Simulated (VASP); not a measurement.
The system is ZnCd3Se3S.

```
CELL_PARAMETERS angstrom
4.06564 0.01788 -0.00084
-2.01734 3.56291 0.08756
-0.00279 0.33280 14.02905
ATOMIC_POSITIONS crystal
Zn 0.97059 0.00179 0.98652
Cd 0.73432 0.32219 0.49722
Cd 0.32764 0.68319 0.76912
Cd 0.33112 0.67363 0.23916
Se 0.59664 0.30008 0.69616
Se 0.99394 0.97361 0.18690
Se 0.36599 0.69938 0.43023
S 0.31913 0.64506 0.94897
```

The cell was built by a generator and needn't be a form met in nature.

- Program: VASP 6.6.1
- Task: relaxation of cell and atoms
- Functional: PBE
- Potentials or basis: VASP PAW PBE potentials, release 64 (Zn, Cd, Se, S)
- Cutoff: 520 eV
- k mesh: 6 × 6 × 2
- Occupations: gaussian, width 0.15 eV
- Spin: no spin polarisation

At the start: pressure 6.6 GPa; volume 25.45 Å³/atom.

Question: Where does the relaxation end?

Answer: Over 37 steps the energy falls by 164.7 meV/atom and the volume is 27.35 Å³/atom (+7.5 %); space group Cm (No. 8, to 0.05 Å).

The path:
```csv
step,energy change (eV),largest force (eV/Å),pressure (GPa),volume (Å³)
1,0.0000,2.8723,6.64,203.61
2,-0.9288,0.7524,-2.97,236.01
3,-0.9965,1.0063,-1.47,227.74
4,-1.1814,0.6933,-0.66,222.28
5,-1.2522,0.3664,0.83,215.52
6,-1.2562,0.3582,0.54,216.90
7,-1.2871,0.1543,-0.04,219.01
8,-1.2879,0.1676,-0.08,219.34
9,-1.2948,0.1107,-0.01,219.02
10,-1.3004,0.1111,0.13,218.33
11,-1.3043,0.0828,-0.02,219.24
12,-1.3045,0.0746,-0.12,219.49
13,-1.3059,0.0596,0.07,218.73
14,-1.3059,0.0598,0.05,218.72
15,-1.3070,0.0409,0.02,218.88
16,-1.3076,0.0575,-0.02,219.02
17,-1.3080,0.1005,-0.11,219.29
18,-1.3085,0.1002,-0.05,219.19
19,-1.3095,0.1068,-0.01,218.96
20,-1.3104,0.1128,0.11,218.50
21,-1.3116,0.0642,0.06,218.71
22,-1.3122,0.0588,0.00,218.84
23,-1.3130,0.0637,-0.05,219.09
24,-1.3127,0.0899,-0.15,219.60
25,-1.3131,0.0699,-0.06,219.26
26,-1.3141,0.0549,-0.03,219.10
27,-1.3144,0.0523,0.01,219.03
28,-1.3146,0.0803,0.02,218.89
29,-1.3158,0.0589,0.04,218.90
30,-1.3160,0.0540,0.03,218.90
31,-1.3163,0.0517,0.05,218.90
32,-1.3170,0.0347,-0.07,219.33
33,-1.3170,0.0338,-0.06,219.36
34,-1.3170,0.0327,-0.06,219.42
35,-1.3174,0.0348,0.00,219.06
36,-1.3175,0.0343,0.00,218.99
37,-1.3177,0.0206,0.04,218.82
```

Final structure:
```
CELL_PARAMETERS angstrom
4.23753 0.00012 0.00138
-2.11974 3.67491 -0.00130
0.00315 0.00903 14.05135
ATOMIC_POSITIONS crystal
Zn 0.98815 0.99294 0.99411
Cd 0.67249 0.32974 0.50444
Cd 0.32647 0.65974 0.76694
Cd 0.33194 0.66565 0.24221
Se 0.66009 0.32680 0.69440
Se 0.99900 0.99942 0.17058
Se 0.33823 0.66371 0.43206
S 0.32299 0.66093 0.94953
```
